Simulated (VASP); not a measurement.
```xyz
8
Lattice="6.4992 0.0000 0.0000 0.0000 6.4992 0.0000 0.0000 0.0000 6.4992" Properties=species:S:1:pos:R:3 pbc="T T T"
Zn     6.4992     0.0000     0.0000
Te     1.5561     1.5561     1.5561
Te     4.9431     4.9431     1.5561
Te     4.9431     1.5561     4.9431
Te     1.5561     4.9431     4.9431
Cd     3.2496     3.2496     0.0000
Cd     3.2496     6.4992     3.2496
Cd     6.4992     3.2496     3.2496
```

Method: PBE GGA, VASP's PBE PAW potentials (set 64) (plane waves; VASP). Settings: 400 eV cut-off, Gaussian smearing of 0.050 eV, potentials Zn Te Cd.

Unless said otherwise, spin-orbit coupling is left out, though it shifts the bands of the heavy elements here.

Problem. Give the energies of bands 28 to 41 at the high-symmetry points, in eV from the valence-band maximum.

Solution. 
| band | Γ | X | M | R |
|---|---|---|---|---|
| 28 | -1.82 | -2.64 | -3.52 | -4.24 |
| 29 | -1.82 | -2.27 | -2.14 | -0.86 |
| 30 | -1.82 | -2.17 | -2.14 | -0.86 |
| 31 | -1.70 | -2.10 | -2.01 | -0.86 |
| 32 | -1.70 | -2.10 | -1.88 | -0.68 |
| 33 | -1.70 | -1.11 | -0.83 | -0.68 |
| 34 | 0.00 | -1.11 | -0.83 | -0.68 |
| 35 | 0.00 | -0.89 | -0.80 | -0.58 |
| 36 | 0.00 | -0.89 | -0.53 | -0.58 |
| 37 | 0.67 | 2.68 | 2.80 | 1.62 |
| 38 | 2.46 | 2.98 | 2.98 | 1.78 |
| 39 | 2.46 | 3.34 | 3.20 | 1.78 |
| 40 | 2.69 | 3.42 | 3.20 | 1.78 |
| 41 | 2.69 | 4.08 | 5.09 | 5.05 |

The gap is direct, 0.67 eV, from the valence maximum at Γ to the conduction minimum at Γ.

The structure was generated: Cd3ZnTe4 was put into an ordered model structure (P-43m), which need not be its known phase. It was relaxed first, which changed the volume by +5 %.
